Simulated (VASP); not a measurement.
```yaml
crystal:
  lattice:
    - [4.93540, 0.00000, 0.00000]
    - [0.00000, 4.93540, 0.00000]
    - [0.00000, 0.00000, 3.32483]
  atoms:
    - { symbol: Mn, position: [0.00000, 0.00000, 0.00000], spin: 4.5 }
    - { symbol: Mn, position: [0.50000, 0.50000, 0.50000], spin: -4.5 }
    - { symbol: F, position: [0.30366, 0.30366, 0.00000] }
    - { symbol: F, position: [0.80366, 0.19634, 0.50000] }
    - { symbol: F, position: [0.19634, 0.80366, 0.50000] }
    - { symbol: F, position: [0.69634, 0.69634, 0.00000] }
```

Computed with PBE GGA, VASP's PBE PAW potentials (set 64) (plane waves; VASP). Numerical set-up: 520 eV cut-off, 5×5×8 Γ-centred mesh, tetrahedra with Blöchl corrections, potentials Mn_pv F.

Q: Estimate the cell moment, energy per atom (σ→0).

A: 
```json
{
 "cell_moment": "0.00 μB",
 "energy per atom (σ→0)": "-6.574 eV/atom"
}
```

Q: Give the moment on each site (PAW-sphere projection).

A: 
| site | moment (μB) |
|---|---|
| Mn1 | 4.54 |
| Mn2 | -4.54 |
| F3 | -0.03 |
| F4 | 0.03 |
| F5 | 0.03 |
| F6 | -0.03 |

Total energies compare only between runs with the same potentials, cut-off and functional.

The compound is MnF2 in the rutile structure. It was relaxed first.
